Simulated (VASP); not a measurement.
Output of a VASP run:

**OUTCAR**
```
 ion  position               nearest neighbor table
   1  0.000  0.000  0.000-   2 2.69   2 2.69   2 2.69   2 2.69   2 2.69   2 2.69   2 2.69   2 2.69
  LATTYP: Found a simple cubic cell.
 ALAT       =     3.1049352992
 Subroutine PRICEL returns:
 Original cell was already a primitive cell.
 Subroutine GETGRP returns: Found 48 space group operations
The static configuration has the point symmetry O_h .
The dynamic configuration has the point symmetry O_h .
 Subroutine INISYM returns: Found 48 space group operations
 Subroutine IBZKPT returns following result:
 Found     56 irreducible k-points:

 Following reciprocal coordinates:
            Coordinates               Weight
  0.000000  0.000000  0.000000      1.000000
  0.090909  0.000000  0.000000      6.000000
  0.181818  0.000000  0.000000      6.000000
  0.272727  0.000000  0.000000      6.000000
  0.363636  0.000000  0.000000      6.000000
  0.454545  0.000000  0.000000      6.000000
  0.090909  0.090909  0.000000     12.000000
  0.181818  0.090909  0.000000     24.000000
  0.272727  0.090909  0.000000     24.000000
  0.363636  0.090909  0.000000     24.000000
  0.454545  0.090909  0.000000     24.000000
  0.181818  0.181818  0.000000     12.000000
  0.272727  0.181818  0.000000     24.000000
  0.363636  0.181818  0.000000     24.000000
  0.454545  0.181818  0.000000     24.000000
  0.272727  0.272727  0.000000     12.000000
  0.363636  0.272727  0.000000     24.000000
  0.454545  0.272727  0.000000     24.000000
  0.363636  0.363636  0.000000     12.000000
  0.454545  0.363636  0.000000     24.000000
  0.454545  0.454545  0.000000     12.000000
  0.090909  0.090909  0.090909      8.000000
  0.181818  0.090909  0.090909     24.000000
  0.272727  0.090909  0.090909     24.000000
  0.363636  0.090909  0.090909     24.000000
  0.454545  0.090909  0.090909     24.000000
  0.181818  0.181818  0.090909     24.000000
  0.272727  0.181818  0.090909     48.000000
  0.363636  0.181818  0.090909     48.000000
  0.454545  0.181818  0.090909     48.000000
  0.272727  0.272727  0.090909     24.000000
  0.363636  0.272727  0.090909     48.000000
  0.454545  0.272727  0.090909     48.000000
  0.363636  0.363636  0.090909     24.000000
  0.454545  0.363636  0.090909     48.000000
  0.454545  0.454545  0.090909     24.000000
  0.181818  0.181818  0.181818      8.000000
  0.272727  0.181818  0.181818     24.000000
  0.363636  0.181818  0.181818     24.000000
  0.454545  0.181818  0.181818     24.000000
   k-points           NKPTS =     56   k-points in BZ     NKDIM =     56   number of bands    NBANDS=     13
   number of dos      NEDOS =    301   number of ions     NIONS =      2
   total plane-waves  NPLWV =   8000
   dimension x,y,z NGX =    20 NGY =   20 NGZ =   20
   dimension x,y,z NGXF=    40 NGYF=   40 NGZF=   40
   ions per type =               1   1
   PREC   = accura    normal or accurate (medium, high low for compatibility)
   ISTART =      0    job   : 0-new  1-cont  2-samecut
   ICHARG =      2    charge: 1-file 2-atom 10-const
   ISPIN  =      1    spin polarized calculation?
   LNONCOLLINEAR =      F non collinear calculations
   LSORBIT =      F    spin-orbit coupling
   INIWAV =      1    electr: 0-lowe 1-rand  2-diag
   ENCUT  =  400.0 eV  29.40 Ry    5.42 a.u.   5.06  5.06  5.06*2*pi/ulx,y,z
   NELM   =    100;   NELMIN=  2; NELMDL= -5     # of ELM steps
   EDIFF  = 0.1E-05   stopping-criterion for ELM
   LREAL  =      F    real-space projection
   NLSPLINE    = F    spline interpolate recip. space projectors
   LMAXMIX     =    4 max onsite mixed and CHGCAR
   VOSKOWN=      0    Vosko Wilk Nusair interpolation
   EDIFFG = -.1E-01   stopping-criterion for IOM
   NSW    =     60    number of steps for IOM
   NBLOCK =      1;   KBLOCK =     60    inner block; outer block
   IBRION =      2    ionic relax: 0-MD 1-quasi-New 2-CG
   NFREE  =      1    steps in history (QN), initial steepest desc. (CG)
...
```

OSZICAR:
```
       N       E                     dE             d eps       ncg     rms          rms(c)
DAV:   1     0.977613048376E+02    0.97761E+02   -0.86792E+03  1464   0.116E+03
DAV:   2    -0.362056984070E+02   -0.13397E+03   -0.12997E+03  1796   0.396E+02
DAV:   3    -0.427606223564E+02   -0.65549E+01   -0.62193E+01  2383   0.673E+01
DAV:   4    -0.430039267091E+02   -0.24330E+00   -0.24270E+00  2089   0.130E+01
DAV:   5    -0.430147656327E+02   -0.10839E-01   -0.10834E-01  2515   0.229E+00    0.117E+01
DAV:   6    -0.349399494186E+02    0.80748E+01   -0.62662E+00  2406   0.299E+01    0.407E+00
DAV:   7    -0.351020057496E+02   -0.16206E+00   -0.59428E-01  1756   0.770E+00    0.227E+00
DAV:   8    -0.349564558169E+02    0.14555E+00   -0.56426E-01  1636   0.833E+00    0.751E-01
DAV:   9    -0.351486799006E+02   -0.19222E+00   -0.11058E-01  1711   0.390E+00    0.335E-01
DAV:  10    -0.351829119767E+02   -0.34232E-01   -0.27477E-02  1885   0.178E+00    0.174E-01
DAV:  11    -0.351868999841E+02   -0.39880E-02   -0.62129E-03  1606   0.799E-01    0.140E-01
DAV:  12    -0.351876933246E+02   -0.79334E-03   -0.54520E-03  1596   0.654E-01    0.800E-02
DAV:  13    -0.351885565115E+02   -0.86319E-03   -0.65210E-04  1926   0.296E-01    0.271E-02
DAV:  14    -0.351884779670E+02    0.78544E-04   -0.64166E-05  2276   0.715E-02    0.259E-02
DAV:  15    -0.351886653413E+02   -0.18737E-03   -0.15572E-04  1619   0.103E-01    0.100E-02
DAV:  16    -0.351886748403E+02   -0.94990E-05   -0.31169E-05  1796   0.688E-02    0.288E-03
DAV:  17    -0.351886747704E+02    0.69878E-07   -0.70964E-07  1056   0.949E-03
   1 F= -.35188675E+02 E0= -.35188695E+02  d E =-.351887E+02
       N       E                     dE             d eps       ncg     rms          rms(c)
DAV:   1    -0.351890841806E+02   -0.40934E-03   -0.16102E-02  1536   0.182E+00    0.163E-01
DAV:   2    -0.351887038830E+02    0.38030E-03   -0.16332E-03  1882   0.528E-01    0.660E-02
DAV:   3    -0.351886665474E+02    0.37336E-04   -0.19599E-04  2370   0.143E-01    0.220E-02
DAV:   4    -0.351886550082E+02    0.11539E-04   -0.62428E-05  2698   0.608E-02    0.131E-02
DAV:   5    -0.351886637486E+02   -0.87404E-05   -0.17991E-05  2296   0.391E-02    0.115E-02
DAV:   6    -0.351886629764E+02    0.77225E-06   -0.90699E-06  2672   0.251E-02
   2 F= -.35188663E+02 E0= -.35188689E+02  d E =0.117940E-04
       N       E                     dE             d eps       ncg     rms          rms(c)
DAV:   1    -0.351888049783E+02   -0.14123E-03   -0.46199E-03  1486   0.972E-01    0.868E-02
DAV:   2    -0.351886948796E+02    0.11010E-03   -0.46294E-04  1902   0.282E-01    0.356E-02
DAV:   3    -0.351886825441E+02    0.12335E-04   -0.56859E-05  2372   0.786E-02    0.121E-02
DAV:   4    -0.351886817010E+02    0.84308E-06   -0.16650E-05  2600   0.291E-02    0.683E-03
DAV:   5    -0.351886845229E+02   -0.28218E-05   -0.46798E-06  1769   0.210E-02    0.604E-03
DAV:   6    -0.351886871281E+02   -0.26053E-05   -0.28126E-06  1544   0.134E-02    0.232E-03
DAV:   7    -0.351886873321E+02   -0.20395E-06   -0.77349E-07   788   0.931E-03
   3 F= -.35188687E+02 E0= -.35188710E+02  d E =-.125617E-04
```

### OUTCAR
```
------------------------ aborting loop because EDIFF is reached ----------------------------------------
  FORCE on cell =-STRESS in cart. coord.  units (eV):
  Direction    XX          YY          ZZ          XY          YZ          ZX
  --------------------------------------------------------------------------------------
  Total       -0.0019475     -0.0019475     -0.0019475     -0.0000000     -0.0000000     -0.0000000
  in kB       -0.1041455     -0.1041455     -0.1041455     -0.0000000     -0.0000000     -0.0000000
  external PRESSURE =      -0.1041455 kB  Pullay stress =       0.0000000 kB
  volume of cell :       29.96
      direct lattice vectors                 reciprocal lattice vectors
     3.105856577  0.000000000  0.000000000     0.321972369 -0.000000000  0.000000000
     0.000000000  3.105856577  0.000000000    -0.000000000  0.321972369 -0.000000000
    -0.000000000  0.000000000  3.105856577    -0.000000000 -0.000000000  0.321972369
 POSITION                                       TOTAL-FORCE (eV/Angst)
 -----------------------------------------------------------------------------------
      0.00000      0.00000      0.00000         0.000000      0.000000      0.000000
      1.55293      1.55293      1.55293        -0.000000     -0.000000      0.000000
 -----------------------------------------------------------------------------------
    total drift:                               -0.000000      0.000000     -0.000000
  FREE ENERGIE OF THE ION-ELECTRON SYSTEM (eV)
  ---------------------------------------------------
  free  energy   TOTEN  =       -35.1886873321 eV

  energy  without entropy=      -35.1887540709  energy(sigma->0) =      -35.18870958

 reached required accuracy - stopping structural energy minimisation
```
(Selected blocks of OUTCAR.)

### POSCAR
```
NbP
1
    3.1049352992     0.0000000000     0.0000000000
    0.0000000000     3.1049352992     0.0000000000
    0.0000000000     0.0000000000     3.1049352992
Nb P
1 1
Direct
  0.0000000000   0.0000000000   0.0000000000
  0.5000000000   0.5000000000   0.5000000000
```

Question: Reconstruct the remaining input files.

Answer: Several could match; the one computed here: the input of the run itself, r2SCAN meta-GGA, plane waves, VASP's PBE PAW potentials (set 64).

### INCAR
```
SYSTEM = NbP
PREC = Accurate
ENCUT = 400
EDIFF = 1E-6
NELM = 100
ALGO = Normal
LREAL = .FALSE.
LASPH = .TRUE.
ISMEAR = 1
SIGMA = 0.1
METAGGA = R2SCAN
LMIXTAU = .TRUE.
LMAXMIX = 4
LWAVE = .FALSE.
LCHARG = .FALSE.
IBRION = 2
ISIF = 3
NSW = 60
EDIFFG = -0.01
```

KPOINTS:
```
Automatic mesh
0
G
 11 11 11
```

POTCAR, in this order: Nb_sv P (PBE.64 set). Program: vasp_std.

The structure was generated: NbP was put into the CsCl type (Pm-3m), which need not be its known phase. This run relaxes it. Symmetry was kept, so distortions that lower it aren't found. The start is the result of an earlier pass.
